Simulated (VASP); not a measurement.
A convergence study with VASP on SiO₂ (rutile): one setting is varied, all else stays as given below, so the limit is that of these other settings.

```xyz
6
Lattice="4.1800 0.0000 0.0000 0.0000 4.1800 0.0000 0.0000 0.0000 2.6700" Properties=species:S:1:pos:R:3 pbc="T T T"
Si     0.0000     0.0000     0.0000
Si     2.0900     2.0900     1.3350
O      1.2791     1.2791     0.0000
O      3.3691     0.8109     1.3350
O      0.8109     3.3691     1.3350
O      2.9009     2.9009     0.0000
```

All values below come from PBEsol GGA, VASP's PBE PAW potentials (set 64) (plane waves; VASP). The tightest run used: 700 eV cut-off, 9×9×13 Monkhorst-Pack mesh, Gaussian smearing of 0.050 eV, potentials Si O.

```json
[
 {"setting": "1×1×1 mesh", "E (eV/atom)": "-6.0447", "pressure (GPa)": "26.42", "largest force (eV/Å)": "3.342", "irreducible k-points": "1"},
 {"setting": "1×1×2 mesh", "E (eV/atom)": "-8.4644", "pressure (GPa)": "-4.01", "largest force (eV/Å)": "0.326", "irreducible k-points": "1"},
 {"setting": "2×2×3 mesh", "E (eV/atom)": "-8.1532", "pressure (GPa)": "3.75", "largest force (eV/Å)": "0.127", "irreducible k-points": "2"},
 {"setting": "3×3×4 mesh", "E (eV/atom)": "-8.1700", "pressure (GPa)": "3.54", "largest force (eV/Å)": "0.094", "irreducible k-points": "6"}
]
```

Question: These are the cheaper rows. Estimate the results at 9×9×13 mesh, and how far the last row shown lies from them.

Answer: 
```
quantity              tightest run  last row shown is off by
--------------------  ------------  ------------------------
E (eV/atom)                -8.1677                   -0.0023
pressure (GPa)                3.56                     -0.02
largest force (eV/Å)         0.093                     0.001
```

Left out are rungs that failed or repeat a setting and relaxations that didn't move; long series are thinned to 24 rows.

The compound is SiO2 in the rutile structure, stishovite, a high-pressure form. The cell was not relaxed at this level, forces remain on its atoms.
